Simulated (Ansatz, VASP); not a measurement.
**One calculation of Zr3PN3, two programs**

```xyz
7
Lattice="4.7416 0.0000 0.0000 0.0000 4.7416 0.0000 0.0000 0.0000 4.7416" Properties=species:S:1:pos:R:3 pbc="T T T"
Zr    2.3708    0.0000    0.0000
Zr    0.0000    2.3708    0.0000
Zr    0.0000    0.0000    2.3708
P     0.0000    0.0000    0.0000
N     0.0000    2.3708    2.3708
N     2.3708    0.0000    2.3708
N     2.3708    2.3708    0.0000
```

Change from the starting cell: species swapped into the Ca3AsBr3 type (Pm-3m, No. 221).

Alike in both runs: task relaxation of cell and atoms; functional PBE; k mesh 8 × 8 × 8; occupations gaussian, width 0.1 eV; no spin polarisation.

```csv
,VASP,Ansatz
version,VASP 6.6.1,Ansatz 0.2.0
potentials or method,"VASP PAW PBE potentials, release 64 (Zr_sv, P, N)","scalar-relativistic, plane waves, PAW"
plane-wave cutoff (eV),600,420
valence electrons in the cell,56,56
```

```tsv
	VASP	Ansatz	Ansatz less VASP
gap on the k mesh at the Fermi level, each at its own relaxed structure (eV)	none	none	-
relaxed volume (Å³/atom)	15.49	15.49	-0.002
relaxed cell length with the largest relative difference (Å)	4.769	4.769	-0.0002
energy change over the relaxation (meV/atom)	-2	-2	0.0
```

A gap of «none» marks a metal or a gap that the smearing closes.
